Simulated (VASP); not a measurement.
Here is the system:

```xyz
3
Lattice="1.6197 0.9352 6.2714 -1.6197 0.9352 6.2714 0.0000 -1.8703 6.2714" Properties=species:S:1:pos:R:3 pbc="T T T"
W      0.0000     0.0000     0.0000
S      0.0000     0.0000    14.1540
S      0.0000     0.0000    10.9311
```

These are LDA (Ceperley-Alder, Perdew-Zunger), VASP's LDA PAW potentials (set 64) (plane waves; VASP 6.6.1) values and carry that method's errors. Numerical set-up: 300 eV cut-off, 6×6×6 Γ-centred mesh, Fermi-Dirac smearing of 0.10 eV, potentials W_sv S.

At this cut-off the stress carries a Pulay error, which pulls relaxed volumes low.

### Question
Predict the energy per atom (σ→0), pressure, largest force.

### Answer

energy per atom (σ→0): -8.663 eV/atom
pressure: -14.75 GPa
largest force: 1.515 eV/Å

The structure was generated: WS2 was put into an ordered model structure, which need not be its known phase. The cell was not relaxed at this level.
